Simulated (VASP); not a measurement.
Consider the following.

```
Au3Pt
1.0
    0.00000     2.01806     2.01806
    2.01806     0.00000     2.01806
    8.06472     8.06472     0.00751
Pt Au
1 3
Direct
  0.00000   0.00000   0.00000
  0.00544   0.00544   0.24592
  0.00000   0.00000   0.50000
  0.99456   0.99456   0.75408
```

All values below come from PBEsol GGA, VASP's PBE PAW potentials (set 64) (plane waves; VASP 6.6.1). Numerical set-up: 400 eV cut-off, 15×15×4 Γ-centred mesh, tetrahedra with Blöchl corrections, potentials Pt Au.

Unless said otherwise, spin-orbit coupling is left out, though it shifts the bands of the heavy elements here.

Task: Predict the energy per atom (σ→0), band gap (on the k-mesh) with the smallest direct gap where there is one.

Result: 
* **band gap (on the k-mesh)**: none (metal, semimetal or under 0.01 eV)
* **energy per atom (σ→0)**: -4.672 eV/atom

The absolute energy has meaning only against runs of the same code, potentials and settings.

The structure was generated: Au3Pt was put into an ordered model structure (R-3m), which need not be its known phase. It was relaxed first. The electron count is odd and the run is not spin-polarised, which forces a metal.
